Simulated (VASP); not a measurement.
Energy against volume of Co (hcp). These are optB88-vdW, VASP's PBE PAW potentials (set 64) (plane waves; VASP) values and carry that method's errors. Settings: 520 eV cut-off, 17×17×9 Γ-centred mesh, first-order Methfessel-Paxton smearing of 0.10 eV, potentials Co.

Shape and ions are relaxed at each volume.

| V (Å³/atom) | E (eV/atom) |
|---|---|
| 10.407 | -4.37747 |
| 10.729 | -4.38412 |
| 11.051 | -4.37747 |
| 11.373 | -4.35976 |

Fit these four points and predict the energy of the run at 10.086 Å³/atom.

A cubic in V^(−2/3), the third-order Birch-Murnaghan form, passes through the four points with V0 = 10.72 Å³/atom and B0 = 221 GPa, and gives -4.3549 eV/atom there. The run gave -4.3555 eV/atom, -0.7 meV/atom from the fit; all five points give B0 = 218 GPa.

The compound is Co in the hcp structure. It was relaxed first.
